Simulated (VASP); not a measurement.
VASP runs on TePt (space group P6_3/mmc) share one base input (PBEsol GGA, plane waves, VASP's PBE PAW potentials (set 64)) and change the settings named in each case.

File POSCAR:
```
TePt
4.1110
  1.0000000000   0.0000000000   0.0000000000
 -0.5000000000   0.8660252980   0.0000000000
  0.0000000000   0.0000000000   1.3247385064
Pt Te
2 2
Cartesian
  0.0000000000   0.0000000000   0.0000000000
  0.0000000000   0.0000000000   0.6623692532
 -0.0000005000   0.5773504873   0.3311846266
  0.5000005000   0.2886748107   0.9935538798
```

### KPOINTS
```
Automatic mesh
0
Gamma
  5 5 3
0 0 0
```

**INCAR**
```
SYSTEM  =  TePt
PREC  =  Accurate; ENCUT  =  300; LREAL  =  .False.
LASPH  =  .True.
EDIFF  =  1E-6; NELM  =  100; ALGO  =  Normal
LMAXMIX  =  6
ISMEAR  =  0; SIGMA  =  0.136
GGA  =  PS
ISIF  =  2
LWAVE  =  .False.; LCHARG  =  .False.
```

POTCAR, in this order: Pt Te (PBE.64 set). Program: vasp_std.

| change | E(σ→0) (eV/atom) | pressure (GPa) | −TS (eV) |
|---|---|---|---|
| base run | -5.4093 | 11.30 | -0.0335 |
| GGA removed, POTCAR Pt Te (LDA.64 set) | -5.8407 | ___ | ___ |
| GGA_COMPAT = .FALSE., LNONCOLLINEAR = .TRUE., LSORBIT = .TRUE., MAGMOM = 0.0 0.0 0.0 0.0 0.0 0.0 0.0 0.0 0.0 0.0 0.0 0.0, program vasp_ncl | -5.6153 | 11.32 | -0.0264 |
| KPOINTS 2×2×1 Γ-centred mesh | -5.5602 | 11.68 | 0.0000 |

Problem. Complete the blanks.

Solution. 
- GGA removed, POTCAR Pt Te (LDA.64 set), pressure (GPa): 8.74
- GGA removed, POTCAR Pt Te (LDA.64 set), −TS (eV): -0.0338

Energies of different potentials or functionals have different zeros.  Unless said otherwise, spin-orbit coupling is left out, though it shifts the bands of the heavy elements here. At 300 eV the pressure can carry a Pulay error.

Left out are runs that ran out of time, are held back, or changed the cell or the kind of run, fixed moments of cells without a moment, rows past the twelfth, gaps on odd meshes, pressures of charged cells and columns that move by less than the noise.

The structure comes from a measured TePt entry of the Crystallography Open Database, whose conditions weren't checked. The cell was not relaxed at this level.
